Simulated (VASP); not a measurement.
Here is the system:

```
InSb
1.0
    0.00000     3.31214     3.31214
    3.31214     0.00000     3.31214
    3.31214     3.31214     0.00000
In Sb
1 1
Direct
  0.00000   0.00000   0.00000
  0.25000   0.25000   0.25000
```

These are PBE GGA with spin-orbit coupling, VASP's PBE PAW potentials (set 64) (plane waves; VASP 6.6.1) values and carry that method's errors. Run with 350 eV cut-off, 6×6×6 Γ-centred mesh, Gaussian smearing of 0.050 eV, potentials In_d Sb.

Problem. Estimate the energy per atom (σ→0), band gap (on the k-mesh) with the smallest direct gap where there is one.

Solution. 
```
Item                                                        Result
------------------------  ----------------------------------------
band gap (on the k-mesh)  none (metal, semimetal or under 0.01 eV)
energy per atom (σ→0)                               -3.517 eV/atom
```

The compound is InSb in the zinc blende structure. It was relaxed first, which changed the volume by +7 %.
